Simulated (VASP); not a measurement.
These are SCAN meta-GGA, VASP's PBE PAW potentials (set 64) (plane waves; VASP) values and carry that method's errors.

The input files of a VASP run:

KPOINTS:
```
Automatic mesh
0
Gamma
6 6 4
0 0 0
```

### INCAR
```
ALGO  =  Normal
EDIFF  =  1E-7
EDIFFG  =  -0.01
ENCUT  =  520
IBRION  =  2
ISIF  =  4
ISMEAR  =  0
LASPH  =  .True.
LCHARG  =  .False.
LMAXMIX  =  4
LMIXTAU  =  .True.
LREAL  =  .False.
LWAVE  =  .False.
METAGGA  =  SCAN
NELM  =  100
NSW  =  30
PREC  =  Accurate
SIGMA  =  0.05
SYSTEM  =  CdS
```

File POSCAR:
```
CdS
1
    2.0367624701    -3.5277759108     0.0000000000
    2.0367624701     3.5277759108     0.0000000000
    0.0000000000     0.0000000000     6.6152094675
Cd S
2 2
Direct
  0.6666670000   0.3333330000   0.4999629624
  0.3333330000   0.6666670000   0.9999629624
  0.6666670000   0.3333330000   0.8770370376
  0.3333330000   0.6666670000   0.3770370376
```

POTCAR, in this order: Cd S (PBE.64 set). Program: vasp_std.

Output of the run:

File OSZICAR:
```
       N       E                     dE             d eps       ncg     rms          rms(c)
DAV:   1     0.187449167467E+03    0.18745E+03   -0.18317E+04   924   0.155E+03
DAV:   2    -0.786012270789E+02   -0.26605E+03   -0.25927E+03  1020   0.374E+02
DAV:   3    -0.935327215111E+02   -0.14931E+02   -0.14886E+02  1116   0.894E+01
DAV:   4    -0.936933616329E+02   -0.16064E+00   -0.16058E+00  1038   0.950E+00
DAV:   5    -0.936960077855E+02   -0.26462E-02   -0.26459E-02  1128   0.115E+00    0.126E+01
DAV:   6    -0.863492935281E+02    0.73467E+01   -0.10276E+01  1056   0.487E+01    0.136E+01
DAV:   7    -0.839678229619E+02    0.23815E+01   -0.11135E+00   936   0.116E+01    0.949E+00
DAV:   8    -0.834103379435E+02    0.55749E+00   -0.23485E-01   924   0.517E+00    0.189E+00
DAV:   9    -0.826848866822E+02    0.72545E+00   -0.58058E-01   924   0.697E+00    0.112E+00
DAV:  10    -0.826803503581E+02    0.45363E-02   -0.12856E-02  1122   0.679E-01    0.127E+00
DAV:  11    -0.826664040625E+02    0.13946E-01   -0.83879E-03   942   0.107E+00    0.163E+00
DAV:  12    -0.827679660081E+02   -0.10156E+00   -0.23169E-02   924   0.158E+00    0.185E+00
DAV:  13    -0.827000264361E+02    0.67940E-01   -0.10996E-02   948   0.108E+00    0.101E+00
DAV:  14    -0.830289214952E+02   -0.32890E+00   -0.19856E-01   944   0.359E+00    0.565E+00
DAV:  15    -0.830980525383E+02   -0.69131E-01   -0.56923E-02   936   0.261E+00    0.573E+00
DAV:  16    -0.830902481562E+02    0.78044E-02   -0.10262E-02  1086   0.787E-01    0.552E+00
DAV:  17    -0.830501122531E+02    0.40136E-01   -0.32493E-02   936   0.151E+00    0.441E+00
DAV:  18    -0.830233683373E+02    0.26744E-01   -0.53473E-02  1032   0.155E+00    0.226E+00
DAV:  19    -0.830166392536E+02    0.67291E-02   -0.51960E-03  1002   0.702E-01    0.192E+00
DAV:  20    -0.830140342252E+02    0.26050E-02   -0.90726E-03   942   0.829E-01    0.103E+00
DAV:  21    -0.830172754873E+02   -0.32413E-02   -0.57739E-03   942   0.752E-01    0.519E-01
DAV:  22    -0.830175570516E+02   -0.28156E-03   -0.20556E-04  1098   0.172E-01    0.592E-01
DAV:  23    -0.830173917949E+02    0.16526E-03   -0.45157E-05   978   0.523E-02    0.518E-01
DAV:  24    -0.830174673819E+02   -0.75587E-04   -0.20282E-05   978   0.410E-02    0.559E-01
DAV:  25    -0.830172013707E+02    0.26601E-03   -0.37105E-04   942   0.221E-01    0.409E-01
DAV:  26    -0.830169621655E+02    0.23921E-03   -0.47552E-04   972   0.158E-01    0.254E-01
DAV:  27    -0.830168196563E+02    0.14251E-03   -0.12443E-04   960   0.106E-01    0.172E-01
DAV:  28    -0.830167576860E+02    0.61970E-04   -0.96885E-05   996   0.728E-02    0.830E-02
DAV:  29    -0.830167589033E+02   -0.12173E-05   -0.45085E-05  1032   0.451E-02    0.165E-02
DAV:  30    -0.830167617253E+02   -0.28221E-05   -0.38260E-06   972   0.219E-02    0.754E-03
DAV:  31    -0.830167664526E+02   -0.47273E-05   -0.33064E-06   972   0.163E-02    0.558E-03
DAV:  32    -0.830167647273E+02    0.17253E-05   -0.13432E-06  1002   0.106E-02    0.175E-03
DAV:  33    -0.830167643977E+02    0.32962E-06   -0.36085E-07   936   0.672E-03    0.741E-04
DAV:  34    -0.830167639535E+02    0.44423E-06   -0.11336E-07   624   0.413E-03    0.600E-04
DAV:  35    -0.830167644775E+02   -0.52405E-06   -0.32883E-08   612   0.198E-03    0.415E-04
DAV:  36    -0.830167642982E+02    0.17933E-06   -0.79277E-09   498   0.103E-03    0.199E-04
DAV:  37    -0.830167643845E+02   -0.86322E-07   -0.13706E-09   492   0.335E-04
   1 F= -.83016764E+02 E0= -.83016764E+02  d E =-.830168E+02
```

**OUTCAR**
```
------------------------ aborting loop because EDIFF is reached ----------------------------------------
  FORCE on cell =-STRESS in cart. coord.  units (eV):
  Direction    XX          YY          ZZ          XY          YZ          ZX
  --------------------------------------------------------------------------------------
  Total        2.5875267      2.5875265      2.6255489     -0.0000000      0.0000000      0.0000000
  in kB       43.6094347     43.6094305     44.2502503     -0.0000000      0.0000000      0.0000000
  external PRESSURE =      43.8230385 kB  Pullay stress =       0.0000000 kB
  volume of cell :       95.06
      direct lattice vectors                 reciprocal lattice vectors
     2.036762470 -3.527775911  0.000000000     0.245487634 -0.141732358  0.000000000
     2.036762470  3.527775911  0.000000000     0.245487634  0.141732358  0.000000000
     0.000000000  0.000000000  6.615209467     0.000000000  0.000000000  0.151166793
  FREE ENERGIE OF THE ION-ELECTRON SYSTEM (eV)
  ---------------------------------------------------
  free  energy   TOTEN  =       -83.0167643845 eV

  energy  without entropy=      -83.0167643845  energy(sigma->0) =      -83.01676438

 reached required accuracy - stopping structural energy minimisation
```
(Selected blocks of OUTCAR.)

The compound is CdS in the wurtzite structure. This cell is one point of a volume scan, at 0.94 of the reference volume.
